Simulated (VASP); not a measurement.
Write the native input for VASP 6.6.1 that does the following.

```
Task                   : single point
Functional             : PBE
Potentials or basis    : VASP PAW PBE potentials, release 64 (Pt, Cl)
Cutoff                 : 520 eV
k mesh                 : 8 × 8 × 8
Occupations            : gaussian, width 0.1 eV
Spin                   : no spin polarisation
Dipole correction      : no
Further INCAR settings : ALGO = Normal; EDIFF = 1e-06; NBANDS = 27
```

The structure of PtCl4 lies in POSCAR:

```
PtCl4
1.0
    4.8407633402      0.0000000000      0.0000000000
    0.0000000000      4.8407633402      0.0000000000
    0.0000000000      0.0000000000      4.8407633402
Pt Cl
1 4
Direct
    0.5000000000      0.5000000000      0.5000000000
    0.0000000000      0.0000000000      0.0000000000
    0.5000000000      0.5000000000      0.0000000000
    0.5000000000      0.0000000000      0.5000000000
    0.0000000000      0.5000000000      0.5000000000
```

The cell was built by a generator and needn't be a form met in nature.

The cell isn't the ideal one: species swapped into the Mn4N type (Pm-3m, No. 221).

These files were run (other wordings do the same):

INCAR

```
SYSTEM = PtCl4
ALGO = Normal ; EDIFF = 1E-6
ENCUT = 520 ; GGA = PE
ISIF = 2 ; ISMEAR = 0
LASPH = .TRUE. ; LCHARG = .FALSE.
LREAL = .FALSE. ; LWAVE = .FALSE.
NBANDS = 27 ; NELM = 80
PREC = Accurate ; SIGMA = 0.1
```

KPOINTS

```
k-points
0
G
  8 8 8
  0 0 0
```

Potentials or basis: VASP PAW PBE potentials, release 64 (Pt, Cl).

Run with:

```sh
$ cat potpaw_PBE.64/Pt/POTCAR potpaw_PBE.64/Cl/POTCAR > POTCAR
$ mpirun -np 1 vasp_std > vasp.out
```

It gave:

| Item | Value |
| --- | --- |
| Pressure | -0.2 GPa |
| Band gap on the k mesh | none (metal or under the smearing width) |

It took 67 s on 1 thread of Intel(R) Xeon(R) Platinum 8488C (Sapphire Rapids), on a shared host, peak memory 0.25 GiB.
